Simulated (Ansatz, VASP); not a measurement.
# Cross-check of Si2W between VASP and Ansatz, part 2 of 2

Wanted: the spread between two codes on one cell, functional and k mesh. The cell is taken from a series of VASP runs on this material, whose earlier steps may have relaxed, scaled or displaced it; both programs get it as it stands.

VASP 6.6.1 and Ansatz 0.2.0.

So far: Set-up; Ansatz: band structure, PBE with D3(BJ), spin-orbit coupling; VASP: band structure, PBE with D3(BJ), spin-orbit coupling.

## Step 3: VASP: band structure, PBE with D3(BJ), spin-orbit coupling (continued)

Level of this step: PBE with D3(BJ), spin-orbit coupling; plane waves and PAW (Si, W) (VASP).

Numbers of over 12 decimals in the logs are rounded to 6 here.

OUTCAR, selected parts (step 3):

```text
ion  position               nearest neighbor table
   1  0.334  0.334  0.000-   2 2.58   3 2.60   3 2.60   3 2.60   3 2.60   3 2.60   2 2.61   2 2.61
                             2 2.61   2 2.61
   2  0.666  0.666  0.000-   1 2.58   3 2.60   3 2.60   3 2.60   3 2.60   3 2.60   1 2.61   1 2.61
                             1 2.61   1 2.61
   3  0.000  0.000  0.000-   2 2.60   2 2.60   2 2.60   1 2.60   1 2.60   1 2.60   2 2.60   1 2.60
                             1 2.60   2 2.60

  LATTYP: Found a body centered tetragonal cell.
 ALAT       =     3.1914030036
 C/A-ratio  =     2.4407605701

 Subroutine GETGRP returns: Found 16 space group operations
 (whereof 16 operations were pure point group operations)

The static configuration has the point symmetry D_4h.

 Found     59 irreducible k-points:

   k-points           NKPTS =     59   k-points in BZ     NKDIM =     59   number of bands    NBANDS=     26

   dimension x,y,z NGX =    30 NGY =   30 NGZ =   30
   dimension x,y,z NGXF=    60 NGYF=   60 NGZF=   60

   ENCUT  =  400.0 eV  29.40 Ry    5.42 a.u.   7.34  7.34  7.34*2*pi/ulx,y,z

   NELECT =      14.0000    total number of electrons

 k-points in reciprocal lattice and weights: Automatic mesh
   0.00000000  0.00000000  0.00000000       0.002
   0.12500000 -0.00000000  0.00000000       0.016
   0.25000000 -0.00000000  0.00000000       0.016
   0.37500000  0.00000000  0.00000000       0.016
   0.50000000 -0.00000000  0.00000000       0.008
   0.12500000  0.12500000  0.00000000       0.016
   0.25000000  0.12500000  0.00000000       0.031
   0.37500000  0.12500000  0.00000000       0.031
   0.50000000  0.12500000  0.00000000       0.031
[...]
-0.37500000 -0.37500000  0.37500000       0.004
   0.50000000  0.50000000  0.50000000       0.002

 average (electrostatic) potential at core
       1 -79.0607       2 -79.0607       3 -34.5710

 E-fermi :  10.7385

 k-point     1 :       0.0000    0.0000    0.0000
  band No.  band energies     occupation
    ...
      8       7.3542      1.00000
      9       7.8221      1.00000
     10       7.8221      1.00000
     11       7.9811      1.00000
     12       7.9811      1.00000
     13      11.4492      0.00000
     14      11.4492      0.00000
     15      13.4048      0.00000
     16      13.4048      0.00000
     17      13.6852      0.00000
    ...

 k-point     2 :       0.1250   -0.0000    0.0000
  band No.  band energies     occupation
    ...
     10       8.0654      1.00000
     11       8.1853      1.00000
     12       8.1853      1.00000
     13      10.4925      1.00000
     14      10.4925      1.00000
     15      12.7990      0.00000
     16      12.7990      0.00000
     17      13.3619      0.00000
     18      13.3619      0.00000
     19      14.5000      0.00000
    ...

 k-point     3 :       0.2500   -0.0000    0.0000
  band No.  band energies     occupation
    ...
     10       8.2539      1.00000
     11       8.5452      1.00000
     12       8.5452      1.00000
     13       9.4261      1.00000
     14       9.4261      1.00000
     15      12.1458      0.00000
     16      12.1458      0.00000
     17      13.1067      0.00000
     18      13.1067      0.00000
     19      15.1802      0.00000
    ...

 Edisp (eV)   -1.75122

  Total      -0.00352    -0.00352    -0.06452     0.00000    -0.00000     0.00000
  in kB      -0.14209    -0.14209    -2.60604     0.00000    -0.00000     0.00000
  external pressure =       -0.96 kB  Pullay stress =        0.00 kB

  energy-cutoff  :      400.00
  volume of cell :       39.67
      direct lattice vectors                 reciprocal lattice vectors
    -1.595701502  1.595701502  3.894725307     0.000000000  0.313341812  0.128378759
     1.595701502 -1.595701502  3.894725307     0.313341812  0.000000000  0.128378759
     1.595701502  1.595701502 -3.894725307     0.313341812  0.313341812  0.000000000

 POSITION                                       TOTAL-FORCE (eV/Angst)
 -----------------------------------------------------------------------------------
      0.00000      0.00000      2.60407         0.000000      0.000000      0.000832
      0.00000      0.00000      5.18538        -0.000000     -0.000000     -0.000832
      0.00000      0.00000      0.00000        -0.000000     -0.000000      0.000000
 -----------------------------------------------------------------------------------
    total drift:                                0.000000     -0.000000      0.000000

  FREE ENERGIE OF THE ION-ELECTRON SYSTEM (eV)
  ---------------------------------------------------
  free  energy   TOTEN  =       -26.7813309683 eV

  energy  without entropy=      -26.7809798632  energy(sigma->0) =      -26.78115542

 Spin-Orbit-Coupling matrix elements
 Ion:    1  E_soc:     -0.0011143
 Ion:    2  E_soc:     -0.0011143
 Ion:    3  E_soc:     -0.3341370

 total charge
# of ion       s       p       d       tot
------------------------------------------
    1        0.736   0.903   0.000   1.640
    2        0.736   0.903   0.000   1.640
    3        0.571   0.703   4.527   5.801
--------------------------------------------------
tot          2.043   2.510   4.527   9.081

 magnetization (x)
# of ion       s       p       d       tot
------------------------------------------
    1        0.000  -0.000   0.000  -0.000
    2        0.000  -0.000   0.000  -0.000
    3        0.000   0.000   0.000   0.000
--------------------------------------------------
tot          0.000  -0.000   0.000  -0.000

 magnetization (y)
# of ion       s       p       d       tot
------------------------------------------
    1        0.000   0.000   0.000   0.000
    2        0.000   0.000   0.000   0.000
    3        0.000   0.000   0.000   0.000
--------------------------------------------------
tot          0.000   0.000   0.000   0.000

 magnetization (z)
# of ion       s       p       d       tot
------------------------------------------
    1        0.000   0.000   0.000   0.000
    2        0.000   0.000   0.000   0.000
    3        0.000   0.000   0.000   0.000
--------------------------------------------------
tot          0.000   0.000   0.000   0.000

[... 3 further parts left out ...]
```

Dispersion corrections of this kind ignore metallic screening and tend to overbind metals. The data set W keeps the semicore shell frozen, which is cheaper and a little less accurate.

## Step 4: Side by side

Known differences besides the potentials themselves: spin-orbit coupling enters by fully relativistic files in Ansatz and inside the spheres in VASP; the data sets hold 22 valence electrons in Ansatz (fully relativistic PAW (standard-fr) files) and 14 in VASP; the cutoff is 420 eV in Ansatz and 400 eV in VASP. Total energies have different zeros and are not compared.

Both answers:

| quantity | Ansatz | VASP | difference |
| --- | --- | --- | --- |
| pressure (GPa) | 0.43 | -0.10 | +0.53 |

At this near-relaxed geometry the largest component of a force difference is 6 meV/Å. Levels from 3 eV below to 2 eV above the Fermi level differ by 13 meV r.m.s. and 47 meV at most; each VASP level is matched to the nearest of Ansatz, which flatters the figure a little.

## Step 5: Summary of results

```
r.m.s. difference of levels near the Fermi level (band structure, PBE with D3(BJ), spin-orbit coupling) : 13 meV
difference in pressure (band structure, PBE with D3(BJ), spin-orbit coupling)                           : 0.53 GPa
```

The difference in pressure is 0.53 GPa (band structure, PBE with D3(BJ), spin-orbit coupling), within the 1 GPa picked in this series as the mark of a large difference. 6 further runs of this series are not shown here. How closely two codes agree says nothing of how well the functional describes the real material.

[Lines on the potential files, build, host, timing and source positions are cut from VASP's logs without a mark.]

[Logs are printed without paths, hosts, clocks, repeated set-up lines and the standing remarks that a program may print on its own settings, such as how far it seeks lower states.]

[Hosts, paths, dates, database ids (printed as entryN), source tags and the programs' standing remarks are cut or masked in the printed files.]
